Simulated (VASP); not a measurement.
CoSi (B20) is relaxed at rising pressure, each step from the one before. Symmetry mostly holds the structure type, and other phases were not tried. The mesh follows the cell, and a change of mesh leaves a small step in the series.

Consider the following.

CoSi is modelled in the cubic space group P2₁3 (No. 198), Pearson symbol cP8. Cell: a = b = c = 4.3529 Å, α = β = γ = 90.00°. Co on 4a is surrounded by 7 Si at 2.281–2.386 Å and 6 Co at 2.678 Å. Si on 4a has 7 Co at 2.281–2.386 Å and 6 Si at 2.694 Å. (Neighbours: up to the widest gap in distance over summed covalent radii, below 1.35, at either atom; cation-cation and far metal-metal contacts left out.)

Method: LDA (Ceperley-Alder, Perdew-Zunger), VASP's LDA PAW potentials (set 64) (plane waves; VASP). Settings: 500 eV cut-off, 7×7×7 Γ-centred mesh, first-order Methfessel-Paxton smearing of 0.10 eV, potentials Co Si.

```
P (GPa)  V (Å³/atom)  H − H(0) (eV/atom)  space group  gap on the mesh (eV)  k-mesh
-------  -----------  ------------------  -----------  --------------------  ------
0              10.31               0.000        P2_13                  0.00   7×7×7
5              10.11               0.319        P2_13                  0.00   7×7×7
10               ___                 ___        P2_13                  0.00   7×7×7
20              9.64               1.243        P2_13                  0.00   7×7×7
30               ___                 ___        P2_13                  0.00   7×7×7
45              9.04               2.698        P2_13                  0.00   7×7×7
```

Problem. Fill in the missing entries.

Solution. 
- 10, V (Å³/atom): 9.94
- 10, H − H(0) (eV/atom): 0.632
- 30, V (Å³/atom): 9.38
- 30, H − H(0) (eV/atom): 1.836

Pressures at which the relaxation failed are left out.

The compound is CoSi in the B20 structure. The run is not spin-polarised, so no magnetic state was tried.
